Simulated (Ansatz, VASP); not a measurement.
# Zn8W8O31 (V_O hop (2.7 A)) in two plane-wave programs, part 2 of 2

Aim: how closely do two programs agree when they are given the same cell, functional and k mesh? The Ansatz run is a path of several images between two structures; VASP solves its first image, and the two are compared there.

VASP 6.6.1 and Ansatz 0.2.0.

So far: The starting structure; Ansatz: path of images, PBEsol.

**3. VASP: single point, PBEsol**

Level of this step: PBEsol, no spin polarisation; plane waves and PAW (Zn, W, O) (VASP).

The same cell, functional and mesh now go to VASP, with its own data sets.

Lines of VASP's logs that name or quote its potential files are left out, and so is its time.

INCAR reads:

```
SYSTEM = Zn8W8O31
PREC = Accurate
ENCUT = 520
EDIFF = 1E-06
NELM = 120
ISMEAR = 0
SIGMA = 0.01
LREAL = Auto
ALGO = Normal
GGA = PS
NELECT = 328
NBANDS = 196
LASPH = .TRUE.
LORBIT = 11
LWAVE = .FALSE.
LCHARG = .FALSE.
ISIF = 2
GGA_COMPAT = .FALSE.
EFERMI = MIDGAP
```

POSCAR reads:

```
Zn8W8O31
1.0
   -4.7156239218      5.7154488171      4.9071252641
    4.6150977615     -5.7154488171      4.9073361186
    4.7156239218      5.7154488171     -4.9071252641
Zn W O
8 8 31
Direct
    0.2234540834      0.1325103422      0.5947045999
    0.2101404447      0.6185548892      0.0857498456
    0.7133946078      0.1222677479      0.0837882908
    0.7333775596      0.6581601712      0.6099774449
    0.2678086490      0.3763911221      0.4043433230
    0.2851691145      0.8834360578      0.9273079443
    0.7825207123      0.3789929502      0.9069026591
    0.8067630546      0.8666262758      0.4053319785
    0.4694063519      0.3771504125      0.0940975796
    0.4515866842      0.8632338078      0.6008277173
    0.9643502807      0.3815168657      0.5932987165
    0.9708600841      0.8801424712      0.0942421398
    0.0365580290      0.1332263691      0.9110442795
    0.0247585169      0.6188927251      0.4011164706
    0.5486453016      0.0680675694      0.4062542844
    0.5324516872      0.6238810343      0.9046052059
    0.0751966776      0.4247231190      0.4410051715
    0.0801129087      0.9235616483      0.9407007697
    0.5847089899      0.4250879907      0.9457418869
    0.5861893846      0.8920706181      0.4283809746
    0.2733779658      0.3323818870      0.1645669345
    0.2684017127      0.8222120860      0.6712930106
    0.7544531965      0.3239223859      0.6479865897
    0.7728725007      0.8302430520      0.1590050892
    0.4213950319      0.0727487797      0.5552136485
    0.4169524731      0.5789338266      0.0539737378
    0.9177817616      0.0818426478      0.0567549096
    0.9065764747      0.5748607452      0.5499128462
    0.2322008680      0.1773997710      0.8420639024
    0.2293135840      0.6724478622      0.3446146312
    0.7213612840      0.1729611065      0.3323859446
    0.7299772039      0.6720746974      0.8367381706
    0.4854643033      0.1704043618      0.0664033643
    0.4853804132      0.6620956544      0.5609678293
    0.9795887892      0.1733933425      0.5563104998
    0.9871105110      0.6722931782      0.0627584393
    0.1534104553      0.0889111091      0.3161620979
    0.1381450171      0.5847307630      0.8168767008
    0.6399327004      0.0785550871      0.8092141373
    0.6443748240      0.5775904477      0.3225068363
    0.0131243453      0.3357768693      0.9377707960
    0.0258679896      0.8393105613      0.4441487389
    0.5140039191      0.8299644563      0.9348869091
    0.3615124440      0.4165366795      0.6742830397
    0.3602073043      0.9191332435      0.1884671935
    0.8526555597      0.4188969842      0.1769936352
    0.8630976533      0.9329472190      0.6829798924
```

KPOINTS reads:

```
Automatic mesh
0
Gamma
1 1 1
0 0 0
```

Potentials, in the order of the species: Zn, W and O (PBE family, release 64).

Run with:

```bash
export OMP_NUM_THREADS=3
mpirun -np 1 vasp_gam
```

Numbers of over 12 decimals in the logs are rounded to 6 here.

The log of the run:

```text
[banner, memory and clock lines left out]
running    1 mpi-ranks, on    1 nodes
[...]
Offloading initialized ...    1 GPUs detected
[...]
|                                                                             |
|               ----> ADVICE to this user running VASP <----                  |
|                                                                             |
|     You enforced a specific xc type in the INCAR file but a different       |
|     [... a line on the potential file left out ...]
|     I HOPE YOU KNOW WHAT YOU ARE DOING!                                     |
|                                                                             |

 LDA part: xc-table for (Slater+PW92), standard interpolation
 POSCAR, INCAR and KPOINTS ok, starting setup
[...]
entering main loop
       N       E                     dE             d eps       ncg     rms          rms(c)
DAV:   1     0.649047853607E+04    0.64905E+04   -0.15804E+05   392   0.219E+03
DAV:   2     0.104868299515E+04   -0.54418E+04   -0.52591E+04   440   0.671E+02
DAV:   3    -0.294491454918E+03   -0.13432E+04   -0.12489E+04   468   0.294E+02
DAV:   4    -0.449117239179E+03   -0.15463E+03   -0.15202E+03   448   0.106E+02
DAV:   5    -0.454528467350E+03   -0.54112E+01   -0.53607E+01   456   0.210E+01BRMIX: very serious problems
 the old and the new charge density differ
 old charge density:   330.00000 new  328.00000
    0.152E+02
DAV:   6    -0.385490801539E+03    0.69038E+02   -0.34019E+02   576   0.741E+01    0.473E+01
DAV:   7    -0.383616368021E+03    0.18744E+01   -0.58567E+01   528   0.261E+01    0.474E+01
DAV:   8    -0.381528327988E+03    0.20880E+01   -0.93782E+00   520   0.238E+01    0.757E+00
DAV:   9    -0.381446395189E+03    0.81933E-01   -0.18064E+00   520   0.158E+01    0.159E+00
[...]
DAV:  17    -0.381474967081E+03   -0.59842E-05   -0.23021E-05   568   0.385E-02    0.169E-02
DAV:  18    -0.381474969174E+03   -0.20934E-05   -0.18571E-05   448   0.151E-02    0.720E-03
DAV:  19    -0.381474969404E+03   -0.23004E-06   -0.22211E-06   280   0.121E-02
   1 F= -.38147497E+03 E0= -.38147497E+03  d E =0.000000E+00
```

OUTCAR, selected parts (step 3):

```text
  Total      -10.3159271    -13.5445469     -8.2377920     -1.9541763      0.3494810     -0.0181369
  in kB      -31.5781513    -41.4613001    -25.2167584     -5.9819418      1.0697987     -0.0555190
  external PRESSURE =     -32.7520699 kB  Pullay stress =       0.0000000 kB

 POSITION                                       TOTAL-FORCE (eV/Angst)
 -----------------------------------------------------------------------------------
      2.36223      3.91879     -1.17150        -0.010660      0.013149     -0.003870
      2.26811     -1.84417      3.64586         0.019787      0.020069      0.013248
     -2.40471      3.85744      3.68957         0.006681      0.009508      0.005403
      2.45556      3.91620      3.83535        -0.033382     -0.002624     -0.045077
      2.38093      1.69041      1.17708        -0.005983      0.015026      0.022260
      7.10523      1.88062      1.18426        -0.003888     -0.001315     -0.008781
      2.33563      7.48970      1.24949        -0.015860     -0.010120      0.005120
      2.10657      1.97451      6.22270         0.012963     -0.016999     -0.009373
     -0.02923      1.06509      3.69249         0.009267     -0.304374     -0.002226
      4.68767      1.08125      3.50383        -0.151110     -0.358459      0.213774
      0.01100      6.72212      3.69303         0.030530     -0.333097     -0.057671
     -0.07186      1.05713      8.62083         0.020631     -0.296355      0.006946
      4.73860      4.65452     -3.63743        -0.000813      0.295205     -0.007482
      4.63101     -1.10318      1.19028         0.040415      0.303569      0.014294
[...]
-----------------------------------------------------------------------------------
    total drift:                               -0.014370     -0.009864     -0.004761

  FREE ENERGIE OF THE ION-ELECTRON SYSTEM (eV)
  ---------------------------------------------------
  free  energy   TOTEN  =      -381.4749694044 eV

  energy  without entropy=     -381.4749694044  energy(sigma->0) =     -381.47496940

[... 3 further parts left out ...]
[key lines of the parts left out:]
E-fermi :   3.2010
```

The data set W keeps the semicore shell frozen, which is cheaper and a little less accurate.

**4. Differences**

Known differences besides the potentials themselves: fixed occupations in Ansatz, narrow Gaussian smearing in VASP; the cutoff is 420 eV in Ansatz and 520 eV in VASP (PREC = Accurate, projectors in real space); Ansatz makes its cores anew for this functional, VASP keeps those of its PBE data sets. Total energies have different zeros and are not compared.

Forces on 7 of the 47 atoms, those with the largest forces and the largest differences (eV/Å; atoms numbered as in POSCAR):

| atom | Ansatz x, y, z | VASP x, y, z |
| --- | --- | --- |
| W10 | -0.002, -0.003, 0.002 | -0.151, -0.358, 0.214 |
| O20 | 0.000, -0.001, -0.003 | -0.255, 0.333, -0.179 |
| O35 | -0.002, 0.000, 0.000 | -0.233, 0.226, -0.136 |
| O38 | 0.003, 0.000, 0.000 | 0.224, 0.231, 0.133 |
| O39 | 0.000, 0.000, -0.001 | 0.214, 0.223, 0.179 |
| O45 | -0.004, -0.001, 0.001 | -0.175, -0.321, -0.111 |
| O46 | 0.000, 0.001, -0.002 | -0.231, -0.242, -0.134 |

The forces differ by 158 meV/Å r.m.s., where the r.m.s. force is 0.002 eV/Å in Ansatz and 0.159 eV/Å in VASP: the atoms lie near their places of rest in Ansatz, so a percentage would say little (all taken over all components). The cell carries a charge of +2 e against a uniform background, so its pressure also hangs on how the neutralising background is counted, and in a defect's cell a gap may be the spacing between its levels.

**5. Outcome**

```json
{"r.m.s. force difference (single point, PBEsol)": "158 meV/Å"}
```

**Reading.** The r.m.s. force difference is 158 meV/Å (single point, PBEsol), beyond the 12 meV/Å picked in this series as the mark of a large difference. The data sets hold unlike numbers of valence electrons (392 in Ansatz and 328 in VASP), so part of the differences comes from the potentials. What causes the difference of the single point, PBEsol pair stays open here. 4 further runs of this series are not shown here. Such differences can come from data sets, numerical settings and the points named under the comparisons, not from the functional's error against experiment.

[Lines on the potential files, build, host, timing and source positions are cut from VASP's logs without a mark.]

[Logs are printed without paths, hosts, clocks, repeated set-up lines and the standing remarks that a program may print on its own settings, such as how far it seeks lower states.]

[Hosts, paths, dates, database ids (printed as entryN), source tags and the programs' standing remarks are cut or masked in the printed files.]
